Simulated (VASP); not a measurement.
OSZICAR of a VASP run on PtAl₂ (fluorite):

**OSZICAR**
```
       N       E                     dE             d eps       ncg     rms          rms(c)
DAV:   1     0.529871101723E+02    0.52987E+02   -0.67438E+03   848   0.111E+03
DAV:   2    -0.171075593740E+02   -0.70095E+02   -0.63251E+02   984   0.195E+02
DAV:   3    -0.192400283178E+02   -0.21325E+01   -0.20584E+01  1068   0.329E+01
DAV:   4    -0.192574641003E+02   -0.17436E-01   -0.17432E-01  1008   0.355E+00
DAV:   5    -0.192576774931E+02   -0.21339E-03   -0.21339E-03  1048   0.407E-01    0.960E+00
DAV:   6    -0.187241150387E+02    0.53356E+00   -0.23356E+00   992   0.152E+01    0.248E+00
DAV:   7    -0.186257941759E+02    0.98321E-01   -0.16275E-01   916   0.407E+00    0.179E+00
DAV:   8    -0.185842749952E+02    0.41519E-01   -0.36504E-02   992   0.175E+00    0.265E-01
DAV:   9    -0.185840549462E+02    0.22005E-03   -0.18304E-03  1004   0.396E-01    0.165E-01
DAV:  10    -0.185840500048E+02    0.49414E-05   -0.22144E-04  1012   0.143E-01    0.175E-02
DAV:  11    -0.185840463504E+02    0.36544E-05   -0.15165E-05   976   0.411E-02    0.769E-03
DAV:  12    -0.185840464368E+02   -0.86376E-07   -0.64447E-07   628   0.680E-03
   1 F= -.17064793E+02 E0= -.17065059E+02  d E =-.170648E+02
```

Q: Which electronic solver shows in the log?

A: It is blocked Davidson (ALGO = Normal, or the opening steps of other solvers). The INCAR had ALGO = Normal.

Q: Can the final energy be trusted as converged?

A: The calculation finished and met its thresholds. It stopped with EDIFF = 1E-6, NELM = 100, NSW = 40 and EDIFFG = -0.02 after 1 ionic step (LDA (Ceperley-Alder, Perdew-Zunger), plane waves, VASP's LDA PAW potentials (set 64)).

The compound is PtAl2 in the fluorite structure. It was relaxed first under an external pressure of 5 GPa.
